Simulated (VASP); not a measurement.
KF (rock salt) relaxed at rising pressure, in one space group throughout; other phases were not tried. The pressures are those reached. Method: LDA (Ceperley-Alder, Perdew-Zunger), VASP's LDA PAW potentials (set 64) (plane waves; VASP 6.6.1).

```tsv
P (GPa)	V (Å³/atom)	k-mesh
-0.09	17.291	9×9×9
5.02	15.776	9×9×9
10.06	14.805	9×9×9
20.05	13.528	10×10×10
29.97	12.670	10×10×10
```

A change of mesh leaves a small step in the series.

Question: Fit an equation of state and predict the volume at 45.02 GPa.

Answer: Least squares on the third-order Birch-Murnaghan form, P = (3B0/2)(y⁷ − y⁵)[1 + (3/4)(B′ − 4)(y² − 1)] with y = (V0/V)^(1/3), gives V0 = 17.254 Å³/atom, B0 = 45 GPa and B′ = 4.9, and so 11.753 Å³/atom. The run gave 11.750 Å³/atom, -0.0 % from the fit.

Pressures at which the relaxation failed are left out.

The compound is KF in the rock salt structure.
